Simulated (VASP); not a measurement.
Given:

```
CELL_PARAMETERS angstrom
      2.83052     0.00000     0.00000
      0.00000     2.83052     0.00000
      0.00000     0.00000     2.83052
ATOMIC_POSITIONS crystal
  Al 0.50000 0.50000 0.50000
  Co 0.00000 0.00000 0.00000
```

Method: TPSS meta-GGA, VASP's PBE PAW potentials (set 64) (plane waves; VASP). Settings: 520 eV cut-off, 14×14×14 Γ-centred mesh, tetrahedra with Blöchl corrections, potentials Al Co.

### Question
Tabulate the total density of states (states/eV per cell) against energy (eV; zero at the valence-band maximum or, without a gap, the Fermi level).

### Answer

| E (eV) | DOS (states/eV) |
|---|---|
| -9.96 | 0.18 |
| -9.73 | 0.20 |
| -9.50 | 0.21 |
| -9.26 | 0.23 |
| -9.03 | 0.25 |
| -8.80 | 0.26 |
| -8.57 | 0.28 |
| -8.33 | 0.30 |
| -8.10 | 0.32 |
| -7.87 | 0.34 |
| -7.75 | 0.35 |
| -7.52 | 0.38 |
| -7.29 | 0.41 |
| -7.05 | 0.45 |
| -6.82 | 0.47 |
| -6.59 | 0.50 |
| -6.35 | 0.53 |
| -6.12 | 0.57 |
| -5.89 | 0.61 |
| -5.66 | 0.68 |
| -5.42 | 0.65 |
| -5.19 | 0.58 |
| -4.96 | 0.58 |
| -4.72 | 0.60 |
| -4.49 | 0.68 |
| -4.26 | 0.79 |
| -4.03 | 1.63 |
| -3.79 | 1.87 |
| -3.56 | 1.36 |
| -3.33 | 1.38 |
| -3.21 | 1.70 |
| -2.98 | 2.84 |
| -2.75 | 2.24 |
| -2.51 | 1.84 |
| -2.28 | 0.99 |
| -2.05 | 3.60 |
| -1.81 | 3.18 |
| -1.58 | 6.98 |
| -1.35 | 4.88 |
| -1.12 | 3.36 |
| -0.88 | 0.83 |
| -0.65 | 0.51 |
| -0.42 | 0.39 |
| -0.18 | 0.39 |
| 0.05 | 0.77 |
| 0.28 | 2.01 |
| 0.51 | 1.21 |
| 0.75 | 0.87 |
| 0.98 | 0.73 |
| 1.21 | 0.62 |
| 1.33 | 0.57 |
| 1.56 | 0.47 |
| 1.79 | 0.40 |
| 2.03 | 0.30 |
| 2.26 | 0.22 |
| 2.49 | 0.24 |
| 2.73 | 0.43 |
| 2.96 | 0.56 |
| 3.19 | 0.74 |
| 3.42 | 0.92 |
Within 2 eV below the Fermi level the largest weight inside VASP's projection spheres is Co d.

The compound is CoAl in the CsCl type structure. It was relaxed first. The run is not spin-polarised, so no magnetic state was tried.
